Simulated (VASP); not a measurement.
# Band gap of TiO2 (Anatase) at several levels of theory, part 3 of 3

Aim: the gap of TiO2 (Anatase) on one structure at many levels of theory. The starting structure is a measured crystal structure from the Crystallography Open Database. The atoms were first relaxed with LDA in that cell, in a run that isn't shown, and the relaxed structure is the one below. Meshes and data sets differ where the inputs say so.

VASP 6.6.1.

Results so far: LDA 2.008 eV; PBE 2.116 eV; r2SCAN 2.544 eV; TB-mBJ 3.148 eV; LDA+U (Ti d 4 eV) 2.565 eV.

## 7. Bands with r2SCAN+U (Ti d 2 eV) (continued)

Level of this step: r2SCAN, DFT+U (Ti d 2 eV); plane waves and PAW (Ti_sv, O) (VASP).

OUTCAR, selected parts (step 7):

```text
  Total        1.9917126      1.9917126      2.4141487      0.0000000      0.0000000      0.0000000
  in kB       46.8412574     46.8412574     56.7761442      0.0000000      0.0000000      0.0000000
  external PRESSURE =      50.1528864 kB  Pullay stress =       0.0000000 kB

 POSITION                                       TOTAL-FORCE (eV/Angst)
 -----------------------------------------------------------------------------------
      0.00000      1.89210      2.37865        -0.000000     -0.000000     -0.000000
      0.00000      0.00000      0.00000        -0.000000     -0.000000      0.000000
      0.00000      0.00000      7.54019         0.000000      0.000000     -0.189534
      0.00000      1.89210      0.40424         0.000000      0.000000     -0.189534
     -0.00000      1.89210      4.35306        -0.000000     -0.000000      0.189534
      0.00000      0.00000      1.97441         0.000000      0.000000      0.189534
 -----------------------------------------------------------------------------------
    total drift:                                0.000000      0.000000     -0.000000

  FREE ENERGIE OF THE ION-ELECTRON SYSTEM (eV)
  ---------------------------------------------------
  free  energy   TOTEN  =       -67.1733448730 eV

  energy  without entropy=      -67.1733448730  energy(sigma->0) =      -67.17334487

[... 2 parts as in an earlier step ...]

[... 1 further part left out ...]
[key lines of the parts left out:]
E-fermi :   3.3553
```

r2SCAN+U (Ti d 2 eV) gives a least gap of 2.852 eV, and a least direct gap of 3.211 eV. The least gap is +0.844 eV from that of LDA.

## 8. Bands with HSE06

HSE06 mixes in a quarter of exact exchange at short range, at far higher cost; in semiconductors this cures much of the gap error, while metals seldom gain. This run uses a 5×5×5 mesh. Its starting orbitals come from a semilocal run on the same mesh, not shown.

File INCAR:

```
SYSTEM = TiO2
PREC = Accurate
ENCUT = 460
EDIFF = 1E-06
NELM = 100
ISMEAR = 0
SIGMA = 0.03
LREAL = .FALSE.
ALGO = Normal
LHFCALC = .TRUE.
AEXX = 0.25
GGA = PE
HFSCREEN = 0.2
LASPH = .TRUE.
NBANDS = 30
PRECFOCK = Fast
LORBIT = 11
LWAVE = .FALSE.
LCHARG = .FALSE.
KPAR = 8
```

File POSCAR:

```
TiO2
1.0
   -1.8921000000      1.8921000000      4.7573000000
    1.8921000000     -1.8921000000      4.7573000000
    1.8921000000      1.8921000000     -4.7573000000
Ti O
2 4
Direct
    0.7500000000      0.2500000000      0.5000000000
    0.0000000000      0.0000000000      0.0000000000
    0.7924867405      0.7924867405      0.0000000000
    0.5424867405      0.0424867405      0.5000000000
    0.9575132595      0.4575132595      0.5000000000
    0.2075132595      0.2075132595      0.0000000000
```

File KPOINTS:

```
Automatic mesh
0
Gamma
5 5 5
0 0 0
```

File KPOINTS_OPT:

```
Line mode
8
Line-mode
Reciprocal
  0.00000000   0.00000000   0.00000000 GAMMA
  0.00000000   0.00000000   0.50000000 X

  0.00000000   0.00000000   0.50000000 X
 -0.07909283   0.07909283   0.50000000 Y

 -0.07909283   0.07909283   0.50000000 Y
 -0.28954641   0.28954641   0.28954641 S

 -0.28954641   0.28954641   0.28954641 S
  0.00000000   0.00000000   0.00000000 GAMMA

  0.00000000   0.00000000   0.00000000 GAMMA
  0.50000000   0.50000000  -0.50000000 Z

  0.50000000   0.50000000  -0.50000000 Z
  0.28954641   0.71045359  -0.28954641 S1

  0.28954641   0.71045359  -0.28954641 S1
  0.00000000   0.50000000   0.00000000 N

  0.00000000   0.50000000   0.00000000 N
  0.25000000   0.25000000   0.25000000 P

  0.25000000   0.25000000   0.25000000 P
  0.50000000   0.50000000  -0.07909283 Y1

  0.50000000   0.50000000  -0.07909283 Y1
  0.50000000   0.50000000  -0.50000000 Z

  0.00000000   0.00000000   0.50000000 X
  0.25000000   0.25000000   0.25000000 P
```

The projector-augmented-wave data sets are Ti_sv and O (PBE family, release 64).

Command:

```console
$ mpirun -np 8 vasp_std
```

The program printed:

```text
[banner, memory and clock lines left out]
running    8 mpi-ranks, on    1 nodes
[...]
[... a notice as in an earlier step ...]

 LDA part: xc-table for (Slater+PW92), standard interpolation
 found WAVECAR, reading the header
 POSCAR, INCAR and KPOINTS ok, starting setup
[...]
reading WAVECAR
 the WAVECAR file was read successfully
 initial charge from wavefunction
 entering main loop
       N       E                     dE             d eps       ncg     rms          rms(c)
DAV:   1    -0.669333067137E+02   -0.66933E+02   -0.46691E+00  1080   0.189E+01    0.446E+00
DAV:   2    -0.665527019307E+02    0.38060E+00   -0.10418E+00  1416   0.131E+01    0.108E+00
DAV:   3    -0.666078618938E+02   -0.55160E-01   -0.39711E-01  1450   0.415E+00    0.139E+00
DAV:   4    -0.665951984168E+02    0.12663E-01   -0.54805E-02  1388   0.285E+00    0.559E-01
[...]
DAV:  12    -0.665972815210E+02   -0.20812E-05   -0.73229E-07   648   0.907E-03    0.814E-03
DAV:  13    -0.665972825488E+02   -0.10278E-05   -0.49571E-07   564   0.656E-03    0.501E-03
DAV:  14    -0.665972830782E+02   -0.52945E-06   -0.23842E-07   540   0.452E-03
   1 F= -.66597283E+02 E0= -.66597283E+02  d E =-.174951E-29
 Start KPOINTS_OPT (optional k-point list driver)
k-point batch [1-18\88]
       N       E                     dE             ncg
DAV:   1    -0.548781601652E+03   -0.24284E+05     1080
DAV:   2    -0.116100576435E+05   -0.11061E+05     1140
```

It took 51 min on 8 MPI ranks of Intel Xeon Platinum 8259CL at 2.50GHz (Skylake/Cascade Lake), shared host.

The run was stopped at its time limit.

## 9. All runs side by side

```
               level            ended  gap (eV)  least direct gap (eV)   mesh  core minutes
                 LDA        converged     2.008                  2.345  8×8×8          18.4
                 PBE        converged     2.116                  2.444  8×8×8          18.0
              r2SCAN        converged     2.544                  2.889  8×8×8          56.2
              TB-mBJ        converged     3.148                  3.486  8×8×8          48.3
   LDA+U (Ti d 4 eV)        converged     2.565                   2.93  8×8×8          15.3
r2SCAN+U (Ti d 2 eV)        converged     2.852                  3.211  8×8×8          52.8
               HSE06  cut off by time         -                      -  5×5×5         408.0
```

Core minutes are wall time times ranks of the run shown, on a shared host.

## 10. What came out

```yaml
gap_lda: 2.008 eV
gap_pbe: 2.116 eV
gap_r2scan: 2.544 eV
gap_tb_mbj: 3.148 eV
gap_lda_u_ti_d_4_ev: 2.565 eV
gap_r2scan_u_ti_d_2_ev: 2.852 eV
```

**Reading.** Without spin-orbit coupling the gap of TiO2 (Anatase) runs from 2.008 eV (LDA) to 3.148 eV (TB-mBJ). These are gaps between Kohn-Sham or generalised Kohn-Sham levels of a static lattice, without excitons or temperature. No result to use came from HSE06. Further runs on this material are not shown.

[Lines on the potential files, build, host, timing and source positions are cut from VASP's logs without a mark.]

[Logs are printed without paths, hosts, clocks, repeated set-up lines and the standing remarks that a program may print on its own settings, such as how far it seeks lower states.]

[Hosts, paths, dates, database ids (printed as entryN), source tags and the programs' standing remarks are cut or masked in the printed files.]
